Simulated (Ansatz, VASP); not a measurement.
# SrCl2 in two plane-wave programs, part 2 of 3

Aim: how closely do two programs agree when they are given the same cell, functional and k mesh? The cell is taken from a series of runs on this material, whose earlier steps may have relaxed, scaled, displaced or heated it; both programs get it as it stands.

VASP 6.6.1 and Ansatz 0.2.0.

So far: The starting structure; Ansatz: zone-centre phonons, PBE.

## Step 3: VASP: zone-centre phonons, PBE

Level of this step: PBE; plane waves and PAW (Sr_sv, Cl) (VASP).

The same cell, functional and mesh now go to VASP, with its own data sets.

Lines of VASP's logs that name or quote its potential files are left out, and so is its time.

INCAR reads:

```
SYSTEM = SrCl2
PREC = Accurate
ENCUT = 500
EDIFF = 1E-08
NELM = 120
ISMEAR = 0
SIGMA = 0.01
LREAL = .FALSE.
ALGO = Normal
GGA = PE
NBANDS = 18
LORBIT = 11
LWAVE = .FALSE.
LCHARG = .FALSE.
ISIF = 2
IBRION = 8
LEPSILON = .TRUE.
LASPH = .TRUE.
GGA_COMPAT = .FALSE.
EFERMI = MIDGAP
KPAR = 2
```

POSCAR reads:

```
SrCl2
1.0
    0.0000000000      3.5782028550      3.5782028550
    3.5782028550      0.0000000000      3.5782028550
    3.5782028550      3.5782028550      0.0000000000
Sr Cl
1 2
Direct
    0.0000000000      0.0000000000      0.0000000000
    0.2500000000      0.2500000000      0.2500000000
    0.7500000000      0.7500000000      0.7500000000
```

KPOINTS reads:

```
Automatic mesh
0
Gamma
6 6 6
0 0 0
```

PAW data sets: Sr_sv and Cl (PBE family, release 64).

Started as:

```console
mpirun -np 2 vasp_std
```

The program printed:

```text
[banner, memory and clock lines left out]
running    2 mpi-ranks, on    1 nodes
 distrk:  each k-point on    1 cores,    2 groups
 distr:  one band on    1 cores,    1 groups

 POSCAR found type information on POSCAR SrCl
 POSCAR found :  2 types and       3 ions
 LDA part: xc-table for (Slater+PW92), standard interpolation
 POSCAR, INCAR and KPOINTS ok, starting setup
 FFT: planning ... GRIDC
 FFT: planning ... GRID_SOFT
 FFT: planning ... GRID
 WAVECAR not read
 entering main loop
       N       E                     dE             d eps       ncg     rms          rms(c)
DAV:   1     0.143379232581E+03    0.14338E+03   -0.11219E+04   576   0.115E+03
DAV:   2    -0.359495057080E+01   -0.14697E+03   -0.14264E+03   752   0.226E+02
DAV:   3    -0.128440734597E+02   -0.92491E+01   -0.92283E+01   786   0.582E+01
DAV:   4    -0.130820078264E+02   -0.23793E+00   -0.23761E+00   974   0.806E+00
DAV:   5    -0.130847582702E+02   -0.27504E-02   -0.27502E-02   814   0.741E-01    0.109E+01
DAV:   6    -0.127546687911E+02    0.33009E+00   -0.74974E-01   702   0.470E+00    0.717E+00
DAV:   7    -0.127603498791E+02   -0.56811E-02   -0.36869E-01   808   0.363E+00    0.223E+00
DAV:   8    -0.127704698718E+02   -0.10120E-01   -0.54199E-02   702   0.133E+00    0.338E-01
DAV:   9    -0.127718691992E+02   -0.13993E-02   -0.26591E-03   834   0.288E-01    0.121E-01
DAV:  10    -0.127731452263E+02   -0.12760E-02   -0.10537E-03   658   0.189E-01    0.304E-02
DAV:  11    -0.127732289710E+02   -0.83745E-04   -0.62725E-05   808   0.455E-02    0.385E-02
DAV:  12    -0.127732434463E+02   -0.14475E-04   -0.12174E-05   694   0.184E-02    0.672E-03
DAV:  13    -0.127732469150E+02   -0.34688E-05   -0.44738E-06   756   0.113E-02    0.368E-03
DAV:  14    -0.127732467711E+02    0.14393E-06   -0.61734E-07   680   0.475E-03    0.186E-03
DAV:  15    -0.127732468437E+02   -0.72561E-07   -0.23947E-08   780   0.960E-04    0.891E-04
DAV:  16    -0.127732468749E+02   -0.31268E-07   -0.27789E-09   540   0.411E-04    0.122E-04
DAV:  17    -0.127732468872E+02   -0.12285E-07   -0.56065E-10   428   0.185E-04    0.121E-04
DAV:  18    -0.127732468853E+02    0.19511E-08   -0.12433E-10   374   0.702E-05
   1 F= -.12773247E+02 E0= -.12773247E+02  d E =0.000000E+00
 Linear response reoptimize wavefunctions to high precision
DAV:   1    -0.127732468852E+02    0.95042E-10   -0.16757E-11   390   0.318E-05
 Linear response G [H, r] |phi>, progress :
  Direction:   1
       N       E                     dE             d eps       ncg     rms
RMM:   1    -0.880902071297E+02   -0.88090E+02    0.43583E+02  1187   0.108E+02
RMM:   2    -0.848816047975E+02    0.32086E+01   -0.11793E+01  1120   0.209E+01
RMM:   3    -0.853059561562E+02   -0.42435E+00   -0.23689E+00  1271   0.632E+00
RMM:   4    -0.853868557116E+02   -0.80900E-01   -0.46678E-01  1317   0.252E+00
RMM:   5    -0.854046177723E+02   -0.17762E-01   -0.93719E-02  1333   0.106E+00
RMM:   6    -0.854072158826E+02   -0.25981E-02   -0.17224E-02  1340   0.415E-01
RMM:   7    -0.854083771155E+02   -0.11612E-02    0.32120E-03  1404   0.194E-01
RMM:   8    -0.854087166036E+02   -0.33949E-03    0.75663E-03  1406   0.900E-02
RMM:   9    -0.854086726359E+02    0.43968E-04   -0.16317E-02  1386   0.419E-02
RMM:  10    -0.854086842311E+02   -0.11595E-04   -0.81571E-04  1343   0.220E-02
RMM:  11    -0.854086665728E+02    0.17658E-04   -0.28060E-03  1332   0.118E-02
RMM:  12    -0.854086705727E+02   -0.39999E-05   -0.45726E-04  1329   0.733E-03
RMM:  13    -0.854086658825E+02    0.46902E-05   -0.20297E-04  1298   0.490E-03
RMM:  14    -0.854086650175E+02    0.86505E-06    0.15525E-05  1291   0.386E-03
RMM:  15    -0.854086648252E+02    0.19232E-06   -0.13717E-04  1265   0.331E-03
RMM:  16    -0.854086638222E+02    0.10030E-05   -0.90293E-05  1216   0.302E-03
RMM:  17    -0.854086636041E+02    0.21811E-06   -0.26939E-05  1144   0.287E-03
RMM:  18    -0.854086629429E+02    0.66116E-06   -0.66349E-06  1121   0.280E-03
RMM:  19    -0.854086636733E+02   -0.73036E-06   -0.20754E-05  1092   0.276E-03
 Linear response G [H, r] |phi>, progress :
  Direction:   2
       N       E                     dE             d eps       ncg     rms
RMM:   1    -0.863291324262E+02   -0.86329E+02    0.44679E+02  1191   0.107E+02
RMM:   2    -0.827626634602E+02    0.35665E+01   -0.11826E+01  1121   0.201E+01
RMM:   3    -0.831372875169E+02   -0.37462E+00   -0.25172E+00  1280   0.614E+00
RMM:   4    -0.832093343147E+02   -0.72047E-01   -0.52241E-01  1316   0.246E+00
RMM:   5    -0.832250341127E+02   -0.15700E-01   -0.11019E-01  1326   0.106E+00
RMM:   6    -0.832280161492E+02   -0.29820E-02   -0.27590E-02  1335   0.423E-01
RMM:   7    -0.832296018720E+02   -0.15857E-02    0.14539E-02  1399   0.202E-01
RMM:   8    -0.832291797748E+02    0.42210E-03    0.34750E-02  1405   0.991E-02
RMM:   9    -0.832290066128E+02    0.17316E-03    0.23860E-02  1388   0.464E-02
RMM:  10    -0.832289326300E+02    0.73983E-04    0.26589E-03  1350   0.231E-02
[...]
RMM:   6    -0.547062373228E+00   -0.81800E-05   -0.19931E-05  1287   0.153E-02
RMM:   7    -0.547063816282E+00   -0.14431E-05   -0.20661E-05  1212   0.642E-03
RMM:   8    -0.547064102019E+00   -0.28574E-06   -0.84197E-06  1174   0.294E-03
RMM:   9    -0.547064165377E+00   -0.63358E-07   -0.29234E-06  1165   0.140E-03
[...]
RMM:   7    -0.518821296439E+00   -0.13041E-02   -0.19360E-04  2309   0.626E-02    0.132E-02
RMM:   8    -0.519151586750E+00   -0.33029E-03   -0.12989E-04  2420   0.261E-02    0.466E-03
RMM:   9    -0.519247259500E+00   -0.95673E-04   -0.67999E-05  2441   0.106E-02    0.225E-03
RMM:  10    -0.519230895542E+00    0.16364E-04   -0.16373E-05  2441   0.546E-03    0.123E-03
RMM:  11    -0.519217714121E+00    0.13181E-04   -0.88380E-06  2472   0.312E-03    0.280E-04
RMM:  12    -0.519216572258E+00    0.11419E-05   -0.23197E-06  2560   0.136E-03    0.244E-04
RMM:  13    -0.519216151817E+00    0.42044E-06   -0.33035E-06  2513   0.657E-04    0.153E-04
RMM:  14    -0.519216397792E+00   -0.24597E-06   -0.12341E-07  2395   0.386E-04    0.120E-05
RMM:  15    -0.519216337576E+00    0.60216E-07   -0.61650E-07  2069   0.224E-04    0.977E-06
 change of polarisation eV/A/(eV/A) component  2 :     0.005     0.921    -0.007
 dielectric tensor                  component  2 :     0.009     2.819    -0.014
 Linear response to external field, progress :
  Direction:   3
       N       E                     dE             d eps       ncg     rms          rms(c)
RMM:   1    -0.507079654550E+00   -0.50708E+00   -0.14183E+00  2277   0.369E+00
RMM:   2    -0.529519254308E+00   -0.22440E-01   -0.50217E-02  2212   0.934E-01    0.174E+00
RMM:   3    -0.475494966317E+00    0.54024E-01   -0.12825E-01  2000   0.155E+00    0.887E-01
RMM:   4    -0.493186517361E+00   -0.17692E-01   -0.66430E-02  2106   0.115E+00    0.350E-01
RMM:   5    -0.517440171030E+00   -0.24254E-01   -0.42032E-03  2139   0.411E-01    0.517E-02
RMM:   6    -0.517518195491E+00   -0.78024E-04   -0.10739E-03  2352   0.132E-01    0.325E-02
RMM:   7    -0.518815071564E+00   -0.12969E-02   -0.19656E-04  2293   0.628E-02    0.133E-02
RMM:   8    -0.519150838360E+00   -0.33577E-03   -0.86637E-05  2422   0.261E-02    0.472E-03
RMM:   9    -0.519247202284E+00   -0.96364E-04   -0.49710E-05  2439   0.106E-02    0.223E-03
RMM:  10    -0.519229893624E+00    0.17309E-04   -0.86584E-06  2444   0.544E-03    0.123E-03
RMM:  11    -0.519217717768E+00    0.12176E-04   -0.40147E-06  2479   0.310E-03    0.287E-04
RMM:  12    -0.519216398699E+00    0.13191E-05   -0.31374E-06  2563   0.135E-03    0.244E-04
RMM:  13    -0.519216168480E+00    0.23022E-06   -0.18946E-06  2505   0.641E-04    0.155E-04
RMM:  14    -0.519216351143E+00   -0.18266E-06   -0.66472E-08  2385   0.385E-04    0.144E-05
RMM:  15    -0.519216251420E+00    0.99723E-07    0.13896E-07  2056   0.227E-04    0.117E-05
RMM:  16    -0.519216258799E+00   -0.73797E-08    0.20549E-07  1794   0.174E-04    0.475E-06
 change of polarisation eV/A/(eV/A) component  3 :     0.001    -0.002     0.921
 dielectric tensor                  component  3 :     0.003    -0.003     2.819
 Linear response DOF=           2
 Linear response progress:
  Degree of freedom:   1/  2
       N       E                     dE             d eps       ncg     rms          rms(c)
RMM:   1    -0.299190436116E+00   -0.29919E+00    0.36028E-01  1758   0.325E+00
RMM:   2    -0.301800378939E+00   -0.26099E-02   -0.29154E-02  1849   0.761E-01    0.215E-01
RMM:   3    -0.302834309396E+00   -0.10339E-02   -0.36310E-03  2226   0.274E-01    0.154E-01
RMM:   4    -0.303120359518E+00   -0.28605E-03   -0.60651E-04  2238   0.129E-01    0.498E-02
RMM:   5    -0.303446521991E+00   -0.32616E-03   -0.86290E-05  2270   0.466E-02    0.173E-02
RMM:   6    -0.303549982600E+00   -0.10346E-03   -0.16207E-05  2391   0.207E-02    0.755E-03
RMM:   7    -0.303532568734E+00    0.17414E-04   -0.33358E-06  2406   0.806E-03    0.304E-03
RMM:   8    -0.303529218880E+00    0.33499E-05   -0.60631E-07  2392   0.402E-03    0.127E-03
RMM:   9    -0.303523755039E+00    0.54638E-05   -0.54495E-07  2489   0.187E-03    0.441E-04
RMM:  10    -0.303522802675E+00    0.95236E-06    0.14864E-07  2505   0.916E-04    0.174E-04
RMM:  11    -0.303522480860E+00    0.32181E-06   -0.14441E-07  2629   0.384E-04    0.156E-04
RMM:  12    -0.303521911746E+00    0.56911E-06    0.41669E-08  2662   0.216E-04    0.110E-04
RMM:  13    -0.303521357659E+00    0.55409E-06    0.89851E-08  2526   0.150E-04    0.259E-05
RMM:  14    -0.303521662371E+00   -0.30471E-06    0.10644E-07  2579   0.938E-05    0.208E-05
RMM:  15    -0.303521546584E+00    0.11579E-06    0.14149E-08  2621   0.692E-05    0.725E-06
RMM:  16    -0.303521524887E+00    0.21696E-07    0.34039E-08  2742   0.570E-05    0.150E-06
RMM:  17    -0.303521522141E+00    0.27462E-08    0.36398E-08  2561   0.500E-05    0.150E-06
 first order change of Fermi-energy   0.17309E-04
 force on displaced ion       1 direction 1 :  -1.731   0.000   0.000
 Born effective charge ion    1 direction 1 :   2.501   0.000   0.000
 Linear response progress:
  Degree of freedom:   2/  2
       N       E                     dE             d eps       ncg     rms          rms(c)
RMM:   1    -0.203783076000E+00   -0.20378E+00   -0.94731E-03  3656   0.233E+00
RMM:   2    -0.201421351109E+00    0.23617E-02   -0.52476E-03  2803   0.379E-01    0.136E-01
RMM:   3    -0.202011329644E+00   -0.58998E-03   -0.28243E-04  3076   0.866E-02    0.804E-02
RMM:   4    -0.202741721700E+00   -0.73039E-03   -0.18485E-04  2988   0.584E-02    0.161E-02
RMM:   5    -0.202634408278E+00    0.10731E-03   -0.21714E-05  3467   0.193E-02    0.811E-03
RMM:   6    -0.202625484372E+00    0.89239E-05   -0.41951E-06  3625   0.900E-03    0.253E-03
RMM:   7    -0.202659498107E+00   -0.34014E-04   -0.88565E-07  3699   0.432E-03    0.121E-03
RMM:   8    -0.202653338704E+00    0.61594E-05    0.40538E-06  3842   0.188E-03    0.246E-04
RMM:   9    -0.202651240651E+00    0.20981E-05   -0.43631E-06  4037   0.777E-04    0.191E-04
RMM:  10    -0.202651020960E+00    0.21969E-06   -0.40445E-08  4104   0.337E-04    0.275E-05
RMM:  11    -0.202651302702E+00   -0.28174E-06   -0.18677E-06  4131   0.171E-04    0.241E-05
RMM:  12    -0.202651246255E+00    0.56447E-07    0.11488E-06  4256   0.103E-04    0.723E-06
RMM:  13    -0.202651240682E+00    0.55736E-08   -0.40556E-07  4305   0.697E-05    0.273E-06
RMM:  14    -0.202651240359E+00    0.32301E-09    0.12049E-07  4182   0.560E-05    0.215E-06
RMM:  15    -0.202651241434E+00   -0.10754E-08   -0.12839E-08  4139   0.502E-05    0.169E-06
 first order change of Fermi-energy   0.59360E-05
 force on displaced ion       2 direction 1 :  -2.057   0.000   0.000
 Born effective charge ion    2 direction 1 :  -1.250   0.000   0.000
 Born effective charges drift removed
 Linear response finished
```

(Continued in part 3 of 3.)

[Lines on the potential files, build, host, timing and source positions are cut from VASP's logs without a mark.]

[Logs are printed without paths, hosts, clocks, repeated set-up lines and the standing remarks that a program may print on its own settings, such as how far it seeks lower states.]

[Hosts, paths, dates, database ids (printed as entryN), source tags and the programs' standing remarks are cut or masked in the printed files.]
